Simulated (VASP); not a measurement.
A run of VASP 6.6.1 is set up as follows.

File INCAR:

```
SYSTEM = Cl
PREC = Accurate
ENCUT = 520
EDIFF = 1E-7
ISMEAR = 0
SIGMA = 0.02
LREAL = .FALSE.
LASPH = .TRUE.
NELM = 80
ALGO = Normal
ISIF = 2
LWAVE = .FALSE.
LCHARG = .FALSE.
METAGGA = R2SCAN
LMIXTAU = .TRUE.
IBRION = 2
NSW = 90
EDIFFG = -0.005
ISYM = 0
```

KPOINTS

```
regular mesh
0
G
  1 1 1
  0 0 0
```

File POSCAR:

```
Cl
1.0
   10.0000000000      0.0000000000      0.0000000000
    0.0000000000     10.5000000000      0.0000000000
    0.0000000000      0.0000000000     11.0000000000
Cl
2
Direct
    0.5000000000      0.5000000000      0.4095454500
    0.5000000000      0.5000000000      0.5904545500
```

Potentials or basis: VASP PAW PBE potentials, release 64 (Cl).

Command:

```console
$ cat potpaw_PBE.64/Cl/POTCAR > POTCAR
$ mpirun -np 1 vasp_std > vasp.out
```

**Question.** What does it give for the energy gained by relaxing?

**Answer.** 0.5 meV/atom.

**Question.** Estimate the gap between the frontier levels.

**Answer.** 3.55 eV.

The path:
| step | energy change (eV) | largest force (eV/Å) | pressure (GPa) |
| --- | --- | --- | --- |
| 1 | 0.0000 | 0.1956 | -0.02 |
| 2 | -0.0002 | 0.1830 | 0.01 |
| 3 | -0.0010 | 0.0027 | 0.00 |

Caveat: the PAW data sets were made with another functional, which shifts forces and pressure a little. r2SCAN opens gaps a little over a GGA but as a rule still falls short of measured ones.
